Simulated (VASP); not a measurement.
Method: PBEsol GGA, VASP's PBE PAW potentials (set 64) (plane waves; VASP).

VASP ran on this input.

INCAR:
```
EDIFFG  =  -0.02   # ionic stop
ALGO  =  Normal   # blocked Davidson
SIGMA  =  0.05
IBRION  =  2   # conjugate gradients
ISIF  =  3
ISMEAR  =  0   # Gaussian
LCHARG  =  .FALSE.
LWAVE  =  .FALSE.
PSTRESS  =  200
PREC  =  Accurate
LREAL  =  .FALSE.   # projection in real space or not
EDIFF  =  1E-6   # SCF stop (eV)
NELM  =  100   # most electronic steps
LMAXMIX  =  4
ENCUT  =  500   # plane-wave cut-off (eV)
NSW  =  40
GGA  =  PS   # PBEsol
SYSTEM  =  InSb
LASPH  =  .TRUE.   # aspherical one-centre terms
```

File KPOINTS:
```
K-points
0
gamma
  8 8 8
0 0 0
```

### POSCAR
```
InSb
1
   -0.0000000000     2.9959045844     2.9959045844
    2.9959045844    -0.0000000000     2.9959045844
    2.9959045844     2.9959045844    -0.0000000000
In Sb
1 1
Direct
  0.0000000000   0.0000000000   1.0000000000
  0.2500000000   0.2500000000   0.2500000000
```

POTCAR, in this order: In_d Sb (PBE.64 set). Program: vasp_std.

The resulting files:

File OSZICAR:
```
       N       E                     dE             d eps       ncg     rms          rms(c)
DAV:   1     0.109596646303E+03    0.10960E+03   -0.81009E+03   759   0.144E+03
DAV:   2    -0.421183585581E+00   -0.11002E+03   -0.10719E+03   799   0.315E+02
DAV:   3    -0.698069376618E+01   -0.65595E+01   -0.64915E+01   974   0.836E+01
DAV:   4    -0.715357425192E+01   -0.17288E+00   -0.17283E+00   949   0.153E+01
DAV:   5    -0.716087663663E+01   -0.73024E-02   -0.73023E-02  1087   0.262E+00    0.601E+00
DAV:   6    -0.698421546887E+01    0.17666E+00   -0.23652E-01  1009   0.109E+01    0.339E+00
DAV:   7    -0.693870754187E+01    0.45508E-01   -0.12875E-01   981   0.491E+00    0.841E-01
DAV:   8    -0.693748608627E+01    0.12215E-02   -0.12157E-02  1034   0.173E+00    0.493E-01
DAV:   9    -0.693772055444E+01   -0.23447E-03   -0.83242E-04   860   0.266E-01    0.109E-01
DAV:  10    -0.693774159085E+01   -0.21036E-04   -0.42662E-05  1103   0.735E-02    0.558E-02
DAV:  11    -0.693775451422E+01   -0.12923E-04   -0.21995E-05   809   0.586E-02    0.253E-02
DAV:  12    -0.693775500976E+01   -0.49555E-06   -0.65417E-07   612   0.117E-02
   1 F= -.22449696E+00 E0= -.22449696E+00  d E =-.224497E+00
       N       E                     dE             d eps       ncg     rms          rms(c)
DAV:   1    -0.691774651188E+01    0.20008E-01   -0.41934E-02   944   0.460E+00    0.275E-01
DAV:   2    -0.691624345242E+01    0.15031E-02   -0.32834E-03   924   0.151E+00    0.936E-02
DAV:   3    -0.691600652905E+01    0.23692E-03   -0.66793E-04  1014   0.611E-01    0.567E-02
DAV:   4    -0.691600237498E+01    0.41541E-05   -0.29119E-05   784   0.557E-02    0.389E-02
DAV:   5    -0.691599972924E+01    0.26457E-05   -0.56292E-06   894   0.240E-02    0.158E-02
DAV:   6    -0.691600046096E+01   -0.73172E-06   -0.62503E-07   407   0.977E-03
   2 F= -.22440375E+00 E0= -.22440375E+00  d E =0.932100E-04
       N       E                     dE             d eps       ncg     rms          rms(c)
DAV:   1    -0.693203020334E+01   -0.16030E-01   -0.20317E-02   944   0.322E+00    0.189E-01
DAV:   2    -0.693131420970E+01    0.71599E-03   -0.15662E-03   924   0.103E+00    0.653E-02
DAV:   3    -0.693119520941E+01    0.11900E-03   -0.32800E-04  1014   0.427E-01    0.387E-02
DAV:   4    -0.693119124850E+01    0.39609E-05   -0.14157E-05   779   0.392E-02    0.265E-02
DAV:   5    -0.693118675678E+01    0.44917E-05   -0.26638E-06   831   0.163E-02    0.109E-02
DAV:   6    -0.693118581129E+01    0.94549E-06   -0.31157E-07   382   0.682E-03
   3 F= -.22451506E+00 E0= -.22451506E+00  d E =-.181073E-04
```

File OUTCAR:
```
------------------------ aborting loop because EDIFF is reached ----------------------------------------
  FORCE on cell =-STRESS in cart. coord.  units (eV):
  Direction    XX          YY          ZZ          XY          YZ          ZX
  --------------------------------------------------------------------------------------
  Total        6.7072735      6.7072735      6.7072735     -0.0000000      0.0000000     -0.0000000
  in kB      200.0179758    200.0179758    200.0179758     -0.0000000      0.0000000     -0.0000000
  external PRESSURE =       0.0179758 kB  Pullay stress =     200.0000000 kB
  volume of cell :       53.73
      direct lattice vectors                 reciprocal lattice vectors
     0.000000000  2.994924365  2.994924365    -0.166949124  0.166949124  0.166949124
     2.994924365  0.000000000  2.994924365     0.166949124 -0.166949124  0.166949124
     2.994924365  2.994924365 -0.000000000     0.166949124  0.166949124 -0.166949124
  FREE ENERGIE OF THE ION-ELECTRON SYSTEM (eV)
  ---------------------------------------------------
  free  energy   TOTEN  =        -6.9311858113 eV

  energy  without entropy=       -6.9311858113  energy(sigma->0) =       -6.93118581
  enthalpy is  TOTEN    =        -0.2245150630 eV   P V=        6.7066707483

 reached required accuracy - stopping structural energy minimisation
```
(Selected blocks of OUTCAR.)

CONTCAR:
```
InSb
   1.00000000000000
     0.0000000000000000    2.9949243649622463    2.9949243649622463
     2.9949243649622463    0.0000000000000000    2.9949243649622463
     2.9949243649622463    2.9949243649622463   -0.0000000000000000
  In              Sb
     1     1
Direct
     0.0000000000000000    0.0000000000000000    0.0000000000000000
     0.2500000000000000    0.2500000000000000    0.2500000000000000
```

The structure was generated: InSb was put into the zinc blende type (F-43m), which need not be its known phase. This run relaxes it under an external pressure of 20 GPa. Symmetry was kept, so distortions that lower it aren't found.
